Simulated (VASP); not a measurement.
Output of a VASP run:

OSZICAR:
```
       N       E                     dE             d eps       ncg     rms          rms(c)
DAV:   1     0.393190369763E+02    0.39319E+02   -0.32160E+03  8408   0.668E+02
DAV:   2    -0.121515027027E+02   -0.51471E+02   -0.47507E+02  8286   0.182E+02
DAV:   3    -0.137525907650E+02   -0.16011E+01   -0.15634E+01 10272   0.396E+01
DAV:   4    -0.137794753260E+02   -0.26885E-01   -0.26853E-01  9432   0.479E+00
DAV:   5    -0.137802924784E+02   -0.81715E-03   -0.81712E-03 10252   0.865E-01    0.141E+01
DAV:   6    -0.150615171037E+02   -0.12812E+01   -0.17988E+01  9770   0.911E+01    0.164E+01
DAV:   7    -0.125815645411E+02    0.24800E+01   -0.10898E+01 10010   0.601E+01    0.426E+00
DAV:   8    -0.126342614627E+02   -0.52697E-01   -0.26916E-01  9610   0.513E+00    0.218E+00
DAV:   9    -0.126366400034E+02   -0.23785E-02   -0.51502E-02 11864   0.276E+00    0.139E+00
DAV:  10    -0.126348826295E+02    0.17574E-02   -0.12461E-02 12166   0.162E+00    0.399E-01
DAV:  11    -0.126364669271E+02   -0.15843E-02   -0.22398E-03 12398   0.648E-01    0.184E-01
DAV:  12    -0.126364685093E+02   -0.15822E-05   -0.33764E-03  9000   0.520E-01    0.890E-02
DAV:  13    -0.126365868172E+02   -0.11831E-03   -0.39764E-03  8760   0.525E-01    0.592E-02
DAV:  14    -0.126366283370E+02   -0.41520E-04   -0.48982E-03  8760   0.556E-01    0.374E-02
DAV:  15    -0.126366406370E+02   -0.12300E-04   -0.53236E-03  8646   0.574E-01    0.348E-02
DAV:  16    -0.126365122876E+02    0.12835E-03   -0.31358E-03  8502   0.454E-01    0.174E-02
DAV:  17    -0.126365413745E+02   -0.29087E-04   -0.17321E-03  8388   0.354E-01    0.214E-02
DAV:  18    -0.126364738790E+02    0.67496E-04   -0.58904E-04  8376   0.201E-01    0.138E-02
DAV:  19    -0.126364480669E+02    0.25812E-04   -0.47361E-04  8484   0.169E-01    0.904E-03
DAV:  20    -0.126364367428E+02    0.11324E-04   -0.26040E-04  8658   0.129E-01    0.562E-03
DAV:  21    -0.126364333615E+02    0.33813E-05   -0.80489E-05  8352   0.845E-02    0.400E-03
DAV:  22    -0.126364304181E+02    0.29434E-05   -0.36337E-05  8418   0.586E-02    0.302E-03
DAV:  23    -0.126364300710E+02    0.34706E-06   -0.10606E-05  8538   0.318E-02    0.282E-03
DAV:  24    -0.126364290213E+02    0.10497E-05   -0.16643E-05  8406   0.338E-02    0.181E-03
DAV:  25    -0.126364283410E+02    0.68036E-06   -0.12732E-05  8462   0.303E-02    0.843E-04
DAV:  26    -0.126364281804E+02    0.16056E-06   -0.49978E-06  8406   0.220E-02
   1 F= -.12636428E+02 E0= -.12630846E+02  d E =-.111647E-01  mag=     0.7102     0.0000     0.0000
```

### OUTCAR
```
------------------------ aborting loop because EDIFF is reached ----------------------------------------
  FORCE on cell =-STRESS in cart. coord.  units (eV):
  Direction    XX          YY          ZZ          XY          YZ          ZX
  --------------------------------------------------------------------------------------
  Total       -0.9481961     -0.9482185     -0.9482185      0.0000000     -0.0000003      0.0000000
  in kB      -61.6125545    -61.6140146    -61.6140146      0.0000000     -0.0000185      0.0000000
  external PRESSURE =     -61.6135279 kB  Pullay stress =       0.0000000 kB
  volume of cell :       24.66
      direct lattice vectors                 reciprocal lattice vectors
     2.910582000  0.000000000  0.000000000     0.343573897  0.000000000  0.000000000
     0.000000000  2.910582000  0.000000000     0.000000000  0.343573897  0.000000000
     0.000000000  0.000000000  2.910582000     0.000000000  0.000000000  0.343573897
 POSITION                                       TOTAL-FORCE (eV/Angst)
 -----------------------------------------------------------------------------------
      1.45529      1.45529      1.45529         0.000000      0.000000      0.000000
      0.00000      0.00000      0.00000         0.000000      0.000000      0.000000
 -----------------------------------------------------------------------------------
    total drift:                                0.000000     -0.000000     -0.000000
  FREE ENERGIE OF THE ION-ELECTRON SYSTEM (eV)
  ---------------------------------------------------
  free  energy   TOTEN  =       -12.6364281804 eV

  energy  without entropy=      -12.6252634548  energy(sigma->0) =      -12.63084582

 total charge

# of ion       s       p       d       tot
------------------------------------------
    1        0.396   0.425   0.000   0.821
    2        0.417   0.475   6.440   7.331
--------------------------------------------------
tot          0.812   0.900   6.440   8.152

 magnetization (x)

# of ion       s       p       d       tot
------------------------------------------
    1       -0.008  -0.017   0.000  -0.025
    2        0.000   0.008   0.746   0.754
--------------------------------------------------
tot         -0.008  -0.009   0.746   0.729

 magnetization (y)

# of ion       s       p       d       tot
------------------------------------------
    1        0.000  -0.000   0.000   0.000
    2        0.000  -0.000   0.000   0.000
--------------------------------------------------
tot          0.000  -0.000   0.000   0.000

 magnetization (z)

# of ion       s       p       d       tot
------------------------------------------
    1       -0.000   0.000   0.000  -0.000
    2       -0.000  -0.000  -0.000  -0.000
--------------------------------------------------
tot         -0.000  -0.000  -0.000  -0.000
```
(Selected blocks of OUTCAR.)

File POSCAR:
```
FeAl
1
    2.9105820000     0.0000000000     0.0000000000
    0.0000000000     2.9105820000     0.0000000000
    0.0000000000     0.0000000000     2.9105820000
Al Fe
1 1
Direct
  0.5000000000   0.5000000000   0.5000000000
  0.0000000000   0.0000000000   0.0000000000
```

Question: Reconstruct the remaining input files.

Answer: Several could match; the one computed here: the input of the run itself, PBE GGA, plane waves, VASP's PBE PAW potentials (set 64).

File KPOINTS:
```
Regular mesh
0
Gamma
  11 11 11
```

### INCAR
```
LREAL  =  .FALSE.   # projection in real space or not
LORBIT  =  11   # lm-projected
SYSTEM  =  FeAl
ISIF  =  2   # forces and stress, cell fixed
EDIFF  =  1E-6
MAGMOM  =  0.0 0.0 0.0 4.0 0.0 0.0
LWAVE  =  .FALSE.
ISMEAR  =  0
GGA_COMPAT  =  .FALSE.
GGA  =  PE   # PBE
NELM  =  100   # most electronic steps
ALGO  =  Normal   # blocked Davidson
LMAXMIX  =  4   # l cut-off of mixed one-centre charges
SIGMA  =  0.1   # width (eV)
LNONCOLLINEAR  =  .TRUE.
PREC  =  Accurate
LASPH  =  .TRUE.
ENCUT  =  300   # plane-wave cut-off (eV)
LCHARG  =  .FALSE.
```

POTCAR, in this order: Al Fe (PBE.64 set). Program: vasp_ncl.

At this cut-off the stress carries a Pulay error, which pulls relaxed volumes low.

The structure is a typed FeAl crystal. The cell was not relaxed at this level. The run is one of a series of settings (GGA_COMPAT = .FALSE., LNONCOLLINEAR = .TRUE., MAGMOM = 0.0 0.0 0.0 4.0 0.0 0.0, program vasp_ncl against the base run), some of them coarse on purpose.
